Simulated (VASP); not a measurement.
Wanted: the native input for a VASP 6.6.1 run.

| Property | Result |
| --- | --- |
| Task | relaxation of cell and atoms |
| Functional | PBE |
| Potentials or basis | VASP PAW PBE potentials, release 64 (Cd, Se) |
| Cutoff | 520 eV |
| k mesh | 3 × 3 × 2 |
| Occupations | gaussian, width 0.02 eV |
| Spin | no spin polarisation |
| Further INCAR settings | ALGO = Fast; EDIFF = 1e-07; IBRION = 2; EDIFFG = -0.002; NSW = 80; ISIF = 3 |

The structure of CdSe lies in POSCAR:

```
CdSe                                    
1.0
    4.4228025518      0.0000000000      0.0000000000
   -2.2114012759      3.8302593698     -0.0000000000
    0.0000000000     -0.0000000000      7.1153808487
  Cd              Se            
     2     2
Direct
     0.3333333300000021    0.6666666699999979    0.0041483164589488
     0.6666666699999979    0.3333333300000021    0.5041483164589489
     0.3333333300000021    0.6666666699999979    0.3808516835410491
     0.6666666699999979    0.3333333300000021    0.8808516835410491
```

These files were run (other wordings do the same):

INCAR

```
SYSTEM = CdSe
PREC = Accurate
ENCUT = 520
EDIFF = 1E-7
ISMEAR = 0
SIGMA = 0.02
LREAL = .FALSE.
LASPH = .TRUE.
NELM = 100
ALGO = Fast
ISIF = 3
LWAVE = .FALSE.
LCHARG = .FALSE.
GGA = PE
IBRION = 2
NSW = 80
EDIFFG = -0.002
```

KPOINTS

```
Automatic mesh
0
G
  3 3 2
  0 0 0
```

Potentials or basis: VASP PAW PBE potentials, release 64 (Cd, Se).

The run is started by

```console
$ cat potpaw_PBE.64/Cd/POTCAR potpaw_PBE.64/Se/POTCAR > POTCAR
$ mpirun -np 1 vasp_std > vasp.out
```

It gave:

```
Energy gained by relaxing : 0.0 meV/atom
Ionic steps               : 2
Pressure after relaxing   : 0.0 GPa
Band gap on the k mesh    : 0.50 eV, direct
```

Caveat: the k mesh is coarse (spacing up to 0.55 Å⁻¹), so the values aren't converged.

Wall time 33 s on 1 thread of Intel(R) Xeon(R) 6975P-C (Granite Rapids) (shared host), peak memory 0.24 GiB.
